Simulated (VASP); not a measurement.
Set up this calculation in VASP 6.6.1, as the native input.

```
Task                   : relaxation of cell and atoms
Functional             : PBEsol
Potentials or basis    : VASP PAW PBE potentials, release 64 (Au)
Cutoff                 : 600 eV
k mesh                 : 16 × 16 × 16
Occupations            : methfessel-paxton, width 0.1 eV
Spin                   : no spin polarisation
Further INCAR settings : ALGO = Normal; EDIFF = 1e-06; IBRION = 2; EDIFFG = -0.01; NSW = 90; ISIF = 3
```

The structure of Au lies in POSCAR:

```
Au
1.0
    0.0000000000      2.0350000000      2.0350000000
    2.0350000000      0.0000000000      2.0350000000
    2.0350000000      2.0350000000      0.0000000000
Au
1
Direct
    0.0000000000      0.0000000000      0.0000000000
```

One way to write it, as run:

INCAR

```
SYSTEM = Au
ALGO = Normal
EDIFF = 1E-6
EDIFFG = -0.01
ENCUT = 600
GGA = PS
IBRION = 2
ISIF = 3
ISMEAR = 1
LASPH = .True.
LCHARG = .False.
LREAL = .False.
LWAVE = .False.
NELM = 80
NSW = 90
PREC = Accurate
SIGMA = 0.1
```

KPOINTS

```
k-points
0
Gamma
  16 16 16
  0 0 0
```

Potentials or basis: VASP PAW PBE potentials, release 64 (Au).

Run with:

```sh
$ cat potpaw_PBE.64/Au/POTCAR > POTCAR
$ mpirun -np 1 vasp_std > vasp.out
```

Results of the run:

| Quantity | Value |
| --- | --- |
| Relaxed volume | 17.00 Å³/atom |
| Relaxed cell | a = 2.886 Å, b = 2.886 Å, c = 2.886 Å, α = 60.00°, β = 60.00°, γ = 60.00° |
| Space group after relaxing (to 0.05 Å) | Fm-3m (No. 225) |
| Energy gained by relaxing | 0.7 meV/atom |
| Ionic steps | 3 |
| Pressure after relaxing | 0.0 GPa |
| Band gap on the k mesh | none (metal or under the smearing width) |

Caveat: the PAW data sets were made with another functional, which shifts forces and pressure a little.

It took 21 s on 1 thread of Intel(R) Xeon(R) Platinum 8375C CPU @ 2.90GHz (Ice Lake), with other jobs on the host, peak memory 0.17 GiB.
